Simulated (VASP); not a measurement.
Set up this calculation in VASP 6.6.1, as the native input.

```
Task                   : relaxation of cell and atoms
Functional             : PBE
Potentials or basis    : VASP PAW PBE potentials, release 64 (Sn_d, Ge_d, O)
Cutoff                 : 520 eV
k mesh                 : 8 × 8 × 6
Occupations            : gaussian, width 0.1 eV
Spin                   : no spin polarisation
Further INCAR settings : ALGO = Normal; EDIFF = 1e-06; IBRION = 2; EDIFFG = -0.01; NSW = 90; ISIF = 3
```

The structure of Sn2GeO2 lies in POSCAR:

```
Sn2GeO2
1.0
    3.8530000000      0.0000000000      0.0000000000
    0.0000000000      3.8530000000      0.0000000000
    0.0000000000      0.0000000000      6.4620000000
Sn Ge O
2 1 2
Direct
    0.5000000000      0.5000000000      0.8000619000
    0.0000000000      0.0000000000      0.4309811200
    0.5000000000      0.5000000000      0.2246982400
    0.5000000000      0.0000000000      0.6538223500
    0.0000000000      0.5000000000      0.6538223500
```

The cell was built by a generator and needn't be a form met in nature.

The input as run:

INCAR

```
SYSTEM = Sn2GeO2
  PREC = Accurate
  ENCUT = 520
  EDIFF = 1E-6
  ISMEAR = 0
  SIGMA = 0.1
  LREAL = .FALSE.
  LASPH = .TRUE.
  NELM = 120
  ALGO = Normal
  ISIF = 3
  LWAVE = .FALSE.
  LCHARG = .FALSE.
  GGA = PE
  IBRION = 2
  NSW = 90
  EDIFFG = -0.01
  KPAR = 4
```

KPOINTS

```
regular mesh
0
G
  8 8 6
  0 0 0
```

Potentials or basis: VASP PAW PBE potentials, release 64 (Sn_d, Ge_d, O).

The run is started by

```bash
$ cat potpaw_PBE.64/Sn_d/POTCAR potpaw_PBE.64/Ge_d/POTCAR potpaw_PBE.64/O/POTCAR > POTCAR
$ mpirun -np 4 vasp_std > vasp.out
```

Results of the run:

- Relaxed volume: 18.78 Å³/atom
- Relaxed cell: a = 3.844 Å, b = 3.844 Å, c = 6.355 Å, α = 90.00°, β = 90.00°, γ = 90.00°
- Space group after relaxing (to 0.05 Å): P4mm (No. 99)
- Energy gained by relaxing: 3.1 meV/atom
- Ionic steps: 12
- Pressure after relaxing: 0.0 GPa
- Largest force after relaxing: 0.008 eV/Å
- Band gap on the k mesh: none (metal or under the smearing width)

It took 3.1 min on 4 MPI ranks on Intel(R) Xeon(R) 6975P-C (Granite Rapids), with other jobs on the host, peak memory 0.3 GiB a rank.
